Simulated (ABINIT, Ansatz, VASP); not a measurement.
Code comparison for LaS (Fm-3m, 2 atoms in the cell)

Self-consistent single point, at a second geometry (lattice scaled by 0.98). First geometry:

```
LaS
1.0
    0.00000     2.94160     2.94160
    2.94160     0.00000     2.94160
    2.94160     2.94160     0.00000
La S
1 1
Direct
  0.00000   0.00000   0.00000
  0.50000   0.50000   0.50000
```

Shared settings, as Ansatz (a program for electronic structure) writes them: kpoints.mp_grid.grid = 7 7 7; scf.occupations.method = fermi_dirac; scf.occupations.width = 0.0073 Ry. Potentials and cutoffs stand in the table.

```
code                                                                             model  ΔF from the first geometry (meV/atom)  pressure (GPa)   cutoff
------  ------------------------------------------------------------------------------  -------------------------------------  --------------  -------
ABINIT  PBEsol, norm-conserving pseudopotentials (PseudoDojo nc-sr-04 PBEsol standard)                                   -7.3            1.96  1497 eV
Ansatz                                         PBEsol, default PAW files made with PBE                                   -6.3            2.08  default
VASP                                        PBEsol, VASP's PBE PAW potentials (set 64)                                   -7.0            1.77   300 eV
```

The spread over the programs that give each value: ΔF from the first geometry within 1.0 meV/atom; pressure within 0.31 GPa.

Ansatz's pressure is given at a fixed set of plane waves, as the other plane-wave codes print theirs.

VASP's run is marked for a possible Pulay error in its stress at this cutoff; no cutoff test was made.

The starting cell comes from a database of computed structures (which also holds hypothetical and non-ambient phases and stackings), without a prior relaxation at this level. For this run, on top of that: lattice scaled by 0.98.

Left out of this page: Quantum ESPRESSO, CP2K, Elk, FLEUR and SIESTA (not drawn, or without a comparable value).

Keys are those of Ansatz 0.2.
